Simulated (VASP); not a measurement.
A run of VASP 6.6.1 is set up as follows.

INCAR

```
PREC = Accurate
ENCUT = 520
EDIFF = 1E-7
ISMEAR = 0
SIGMA = 0.1
LREAL = False
LASPH = True
NELM = 100
ALGO = Normal
ISIF = 3
LWAVE = False
LCHARG = False
GGA = PE
IBRION = 2
NSW = 80
EDIFFG = -0.15
```

Contents of KPOINTS:

```
regular mesh
0
Gamma
  18 18 18
```

Contents of POSCAR:

```
Pt                                      
1.0
   -0.0000000000      1.9845567870      1.9845567870
    1.9845567870      0.0000000000      1.9845567870
    1.9845567870      1.9845567870     -0.0000000000
  Pt            
     1
Direct
     0.0000000000000000    0.0000000000000000    0.0000000000000000
```

Potentials or basis: VASP PAW PBE potentials, release 64 (Pt).

Launch:

```sh
$ cat potpaw_PBE.64/Pt/POTCAR > POTCAR
$ mpirun -np 1 vasp_std > vasp.out
```

Problem. Estimate the band gap on the k mesh.

Solution. None (metal or under the smearing width).

Final structure:
```
Pt
1.0
     0.00000    1.98456    1.98456
     1.98456    0.00000    1.98456
     1.98456    1.98456    0.00000
Pt
1
Direct
  0.00000 0.00000 0.00000
```

Caveat: the relaxation stopped at its first step, so nothing moved. The run has no spin-orbit coupling, so splittings on Pt are missing.
